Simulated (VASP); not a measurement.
Level of theory: r2SCAN meta-GGA, VASP's PBE PAW potentials (set 64) (plane waves; VASP 6.6.1).

VASP ran on this input.

INCAR:
```
# general
SYSTEM   =  Al
PREC     =  Accurate
ENCUT    =  520
LREAL    =  .FALSE.
LASPH    =  .TRUE.

# electronic loop
EDIFF    =  1E-6
NELM     =  100
ALGO     =  Normal
LMIXTAU  =  .TRUE.

# smearing
ISMEAR   =  1
SIGMA    =  0.1

# functional
METAGGA  =  R2SCAN

# ions
IBRION   =  2
NSW      =  60
ISIF     =  3
EDIFFG   =  -0.01

# output
LWAVE    =  .FALSE.
LCHARG   =  .FALSE.
```

KPOINTS:
```
kpoints
0
G
 14 14 14
0 0 0
```

**POSCAR**
```
Al
1
    0.0000000000     2.0250000000     2.0250000000
    2.0250000000     0.0000000000     2.0250000000
    2.0250000000     2.0250000000     0.0000000000
Al
1
Direct
  0.0000000000   0.0000000000   0.0000000000
```

POTCAR, in this order: Al (PBE.64 set). Program: vasp_std.

Output of the run:

**OSZICAR**
```
       N       E                     dE             d eps       ncg     rms          rms(c)
DAV:   1    -0.463637067416E+01   -0.46364E+01   -0.94566E+02  1075   0.347E+02
DAV:   2    -0.689012328708E+01   -0.22538E+01   -0.21694E+01  1355   0.336E+01
DAV:   3    -0.690883616109E+01   -0.18713E-01   -0.18297E-01  1380   0.354E+00
DAV:   4    -0.690892518275E+01   -0.89022E-04   -0.88789E-04  1380   0.223E-01
DAV:   5    -0.690892571562E+01   -0.53288E-06   -0.53218E-06  1415   0.161E-02    0.295E+00
DAV:   6    -0.670490912682E+01    0.20402E+00   -0.95943E-02  1450   0.215E+00    0.185E+00
DAV:   7    -0.699870022957E+01   -0.29379E+00   -0.69160E-02  1260   0.191E+00    0.710E-01
DAV:   8    -0.666323850294E+01    0.33546E+00   -0.10066E-01  1280   0.221E+00    0.229E-01
DAV:   9    -0.672111649220E+01   -0.57878E-01   -0.37793E-02  1065   0.109E+00    0.995E-02
DAV:  10    -0.672302965449E+01   -0.19132E-02   -0.27857E-03  1380   0.403E-01    0.180E-01
DAV:  11    -0.672408096417E+01   -0.10513E-02   -0.25889E-04  1380   0.136E-01    0.147E-01
DAV:  12    -0.672237980141E+01    0.17012E-02   -0.59846E-04  1220   0.172E-01    0.612E-02
DAV:  13    -0.672243244508E+01   -0.52644E-04   -0.36841E-05  1420   0.546E-02    0.515E-02
DAV:  14    -0.672246953092E+01   -0.37086E-04   -0.63114E-06  1065   0.297E-02    0.569E-02
DAV:  15    -0.672244159031E+01    0.27941E-04   -0.48419E-05  1140   0.589E-02    0.637E-02
DAV:  16    -0.672242257573E+01    0.19015E-04   -0.17014E-05  1440   0.409E-02    0.595E-02
DAV:  17    -0.672243175640E+01   -0.91807E-05   -0.11142E-06  1020   0.145E-02    0.289E-02
DAV:  18    -0.672243570352E+01   -0.39471E-05   -0.24904E-06  1070   0.184E-02    0.329E-03
DAV:  19    -0.672243570193E+01    0.15880E-08   -0.21602E-07   560   0.699E-03
   1 F= -.67224357E+01 E0= -.67223842E+01  d E =-.672244E+01
       N       E                     dE             d eps       ncg     rms          rms(c)
DAV:   1    -0.673157088015E+01   -0.91352E-02   -0.16030E-01  1310   0.277E+00    0.574E-01
DAV:   2    -0.673349942412E+01   -0.19285E-02   -0.33414E-03  1435   0.509E-01    0.142E-01
DAV:   3    -0.673279384601E+01    0.70558E-03   -0.62195E-04  1160   0.189E-01    0.690E-02
DAV:   4    -0.673318671319E+01   -0.39287E-03   -0.70443E-04  1195   0.224E-01    0.241E-02
DAV:   5    -0.673292955802E+01    0.25716E-03   -0.35758E-04  1175   0.138E-01    0.343E-02
DAV:   6    -0.673290372535E+01    0.25833E-04   -0.16602E-05  1155   0.322E-02    0.179E-03
DAV:   7    -0.673289669114E+01    0.70342E-05   -0.25303E-06  1150   0.144E-02    0.154E-03
DAV:   8    -0.673289640629E+01    0.28485E-06   -0.14260E-07   530   0.524E-03
   2 F= -.67328964E+01 E0= -.67327509E+01  d E =-.104607E-01
       N       E                     dE             d eps       ncg     rms          rms(c)
DAV:   1    -0.673358335563E+01   -0.68666E-03   -0.57376E-03  1305   0.522E-01    0.110E-01
DAV:   2    -0.673364307263E+01   -0.59717E-04   -0.12993E-04  1440   0.995E-02    0.280E-02
DAV:   3    -0.673359612133E+01    0.46951E-04   -0.27912E-05  1180   0.396E-02    0.120E-02
DAV:   4    -0.673360512130E+01   -0.90000E-05   -0.32341E-05  1220   0.471E-02    0.441E-03
DAV:   5    -0.673358997682E+01    0.15144E-04   -0.13275E-05  1215   0.265E-02    0.658E-03
DAV:   6    -0.673359214178E+01   -0.21650E-05   -0.27455E-07   535   0.479E-03    0.477E-04
DAV:   7    -0.673359187860E+01    0.26318E-06   -0.82330E-08   535   0.285E-03
   3 F= -.67335919E+01 E0= -.67334353E+01  d E =-.111562E-01
```

OUTCAR:
```
------------------------ aborting loop because EDIFF is reached ----------------------------------------
  FORCE on cell =-STRESS in cart. coord.  units (eV):
  Direction    XX          YY          ZZ          XY          YZ          ZX
  --------------------------------------------------------------------------------------
  Total        0.0030036      0.0030036      0.0030036      0.0000000      0.0000000      0.0000000
  in kB        0.3047824      0.3047824      0.3047824      0.0000000      0.0000000      0.0000000
  external PRESSURE =       0.3047824 kB  Pullay stress =       0.0000000 kB
  volume of cell :       15.79
      direct lattice vectors                 reciprocal lattice vectors
    -0.000000000  1.991179858  1.991179858    -0.251107401  0.251107401  0.251107401
     1.991179858 -0.000000000  1.991179858     0.251107401 -0.251107401  0.251107401
     1.991179858  1.991179858 -0.000000000     0.251107401  0.251107401 -0.251107401
 POSITION                                       TOTAL-FORCE (eV/Angst)
 -----------------------------------------------------------------------------------
      0.00000      0.00000      0.00000         0.000000      0.000000     -0.000000
 -----------------------------------------------------------------------------------
    total drift:                                0.000000     -0.000000     -0.000000
  FREE ENERGIE OF THE ION-ELECTRON SYSTEM (eV)
  ---------------------------------------------------
  free  energy   TOTEN  =        -6.7335918786 eV

  energy  without entropy=       -6.7331222046  energy(sigma->0) =       -6.73343532

 reached required accuracy - stopping structural energy minimisation
```
(Selected blocks of OUTCAR.)

**CONTCAR**
```
Al
   1.00000000000000
    -0.0000000000000000    1.9911798581574736    1.9911798581574736
     1.9911798581574736   -0.0000000000000000    1.9911798581574736
     1.9911798581574736    1.9911798581574736   -0.0000000000000000
  Al
     1
Direct
     0.0000000000000000    0.0000000000000000    0.0000000000000000
```

OUTCAR:
```
 val. band max:        8.4738266100   @ k =   0.5000   0.2857   0.0000

 cond. band min:       8.5144970713   @ k =  -0.3571   0.4286   0.0714


 Fermi energy:         8.4833934916

 k-point     1 :       0.0000    0.0000    0.0000
  band No.  band energies     occupation
      1      -3.6709      2.00000
      2      22.0560      0.00000
      3      22.0560      0.00000
      4      22.0560      0.00000
      5      24.3206      0.00000

 k-point     2 :       0.0714    0.0000    0.0000
  band No.  band energies     occupation
      1      -3.5192      2.00000
      2      19.8651      0.00000
      3      21.6758      0.00000
      4      21.6758      0.00000
      5      24.7928      0.00000

 k-point     3 :       0.1429    0.0000    0.0000
  band No.  band energies     occupation
      1      -3.0653      2.00000
      2      16.7471      0.00000
      3      21.0669      0.00000
      4      21.0669      0.00000
      5      24.6045      0.00000

 k-point     4 :       0.2143    0.0000    0.0000
  band No.  band energies     occupation
      1      -2.3120      2.00000
      2      13.6950      0.00000
      3      20.5934      0.00000
      4      20.5934      0.00000
      5      24.3188      0.00000

 k-point     5 :       0.2857    0.0000    0.0000
  band No.  band energies     occupation
      1      -1.2643      2.00000
      2      10.8245      0.00000
      3      20.3334      0.00000
      4      20.3334      0.00000
      5      23.9794      0.00000

 k-point     6 :       0.3571    0.0000    0.0000
  band No.  band energies     occupation
      1       0.0706      2.00000
      2       8.1759      2.00012
      3      20.3057      0.00000
      4      20.3057      0.00000
      5      22.7706      0.00000

 k-point     7 :       0.4286    0.0000    0.0000
  band No.  band energies     occupation
      1       1.6803      2.00000
      2       5.7747      2.00000
      3      20.5061      0.00000
...
```

Energy and stress use the plane-wave basis of the starting cell.

The compound is Al in the fcc structure. This run relaxes it. Symmetry was kept, so distortions that lower it aren't found.
